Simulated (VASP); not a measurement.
Crystal: La2TaO5.

```
La Ta O
1.0
    -3.13974    3.13974    3.59956
     3.13974   -3.13974    3.59956
     3.13974    3.13974   -3.59956
La Ta O
2 1 5
Direct
  0.75000 0.25000 0.50000
  0.25000 0.75000 0.50000
  0.50000 0.50000 0.00000
  0.19831 0.19831 0.39663
  0.80169 0.80169 0.60337
  0.19831 0.80169 0.00000
  0.80169 0.19831 0.00000
  0.00000 0.00000 0.00000
```

The cell was built by a generator and needn't be a form met in nature.

| Property | Result |
| --- | --- |
| Program | VASP 6.6.1 |
| Task | relaxation of cell and atoms |
| Functional | PBE |
| Potentials or basis | VASP PAW PBE potentials, release 64 (La, Ta_pv, O) |
| Cutoff | 520 eV |
| k mesh | 3 × 3 × 3 |
| Occupations | gaussian, width 0.15 eV |
| Spin | no spin polarisation |

At the start: pressure -13.8 GPa; volume 17.74 Å³/atom.

Task: Where does the relaxation end?

Result: Over 18 steps the energy falls by 1552.2 meV/atom and the volume is 15.12 Å³/atom (-14.8 %); space group I4/mmm (No. 139, to 0.05 Å).

Step by step:
```
step  energy change (eV)  largest force (eV/Å)  pressure (GPa)  volume (Å³)
   1              0.0000                4.0711          -13.83       141.94
   2             -5.0348                4.9995            2.52       112.68
   3             -5.1476                3.7322           49.76        93.31
   4             -5.7753                5.0130           18.16       103.06
   5             -8.4936                2.2220           27.33       102.53
   6             -8.7618                0.1435           33.83       102.34
   7            -11.1234                1.4007           10.74       118.95
   8            -11.1762                2.6292            1.78       133.60
   9            -11.2921                2.2445            4.23       128.39
  10            -11.6736                1.1224           -6.51       131.30
  11            -11.6974                0.5519           -4.58       130.70
  12            -11.8909                0.6268           -3.43       127.51
  13            -12.2486                0.8594            1.79       117.88
  14            -12.2519                0.8922            3.24       115.79
  15            -12.3580                0.4499            2.54       116.52
  16            -12.3615                0.3626            2.44       116.66
  17            -12.4137                0.1177            0.74       119.54
  18            -12.4178                0.0135            0.07       120.99
```

Final structure:
```cif
data_structure
_symmetry_space_group_name_H-M 'P 1'
_symmetry_Int_Tables_number 1
_cell_length_a 5.3999
_cell_length_b 5.3999
_cell_length_c 5.3999
_cell_angle_alpha 108.103
_cell_angle_beta 108.103
_cell_angle_gamma 112.244
_cell_volume 120.99
loop_
_atom_site_label
_atom_site_type_symbol
_atom_site_fract_x
_atom_site_fract_y
_atom_site_fract_z
_atom_site_occupancy
La1 La 0.75000 0.25000 0.50000 1
La2 La 0.25000 0.75000 0.50000 1
Ta1 Ta 0.50000 0.50000 0.00000 1
O1 O 0.28568 0.28568 0.57136 1
O2 O 0.71432 0.71432 0.42864 1
O3 O 0.28568 0.71432 0.00000 1
O4 O 0.71432 0.28568 0.00000 1
O5 O 0.00000 0.00000 0.00000 1
```

Caveat: the k mesh is coarse (spacing up to 0.47 Å⁻¹), so the values aren't converged; an odd number of electrons without spin polarisation forces a metal; a magnetic or distorted state may lie lower.
